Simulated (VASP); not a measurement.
Input of a VASP 6.6.1 run:

Contents of POSCAR:

```
GeBr2F2
1.0
   12.0000000000      0.0000000000      0.0000000000
    0.0000000000     13.0000000000      0.0000000000
    0.0000000000      0.0000000000     12.0000000000
F Ge Br
2 1 2
Direct
    0.6110125000      0.3847038500      0.5360791700
    0.4456958300      0.5018346200      0.6249791700
    0.5132541700      0.4752884600      0.5029291700
    0.3911541700      0.4075192300      0.3806875000
    0.5997208300      0.6185269200      0.4422291700
```

Contents of INCAR.step1:

```
ALGO = Normal
EDIFF = 1E-5
ENCUT = 900
GGA = PE
ISIF = 2
ISMEAR = 0
LASPH = True
LREAL = False
LWAVE = True
NELM = 80
PREC = Accurate
SIGMA = 0.01
```

INCAR.step2

```
ALGO = Normal
EDIFF = 1E-6
ENCUT = 900
GGA = PE
HFSCREEN = 0.2
ISIF = 2
ISMEAR = 0
ISTART = 1
LASPH = True
LCHARG = True
LELF = True
LHFCALC = True
LREAL = False
LVACPOTAV = True
LVHAR = True
LWAVE = False
NELM = 80
PREC = Accurate
PRECFOCK = Fast
SIGMA = 0.01
```

Contents of KPOINTS:

```
k-points
0
Gamma
  1 1 1
```

Potentials or basis: VASP PAW PBE potentials, release 64 (F_h, Ge_h, Br).

Run with:

```bash
$ cat potpaw_PBE.64/F_h/POTCAR potpaw_PBE.64/Ge_h/POTCAR potpaw_PBE.64/Br/POTCAR > POTCAR
$ cp INCAR.step1 INCAR
$ mpirun -np 1 vasp_gam > vasp.out
$ cp INCAR.step2 INCAR
$ mpirun -np 1 vasp_gam > vasp.out
```

(1) Estimate the largest force.

(2) Estimate the gap between the frontier levels.

Answers

(1) 0.170 eV/Å.

(2) 5.89 eV.

Caveat: the PAW data sets were made with another functional, which shifts forces and pressure a little.
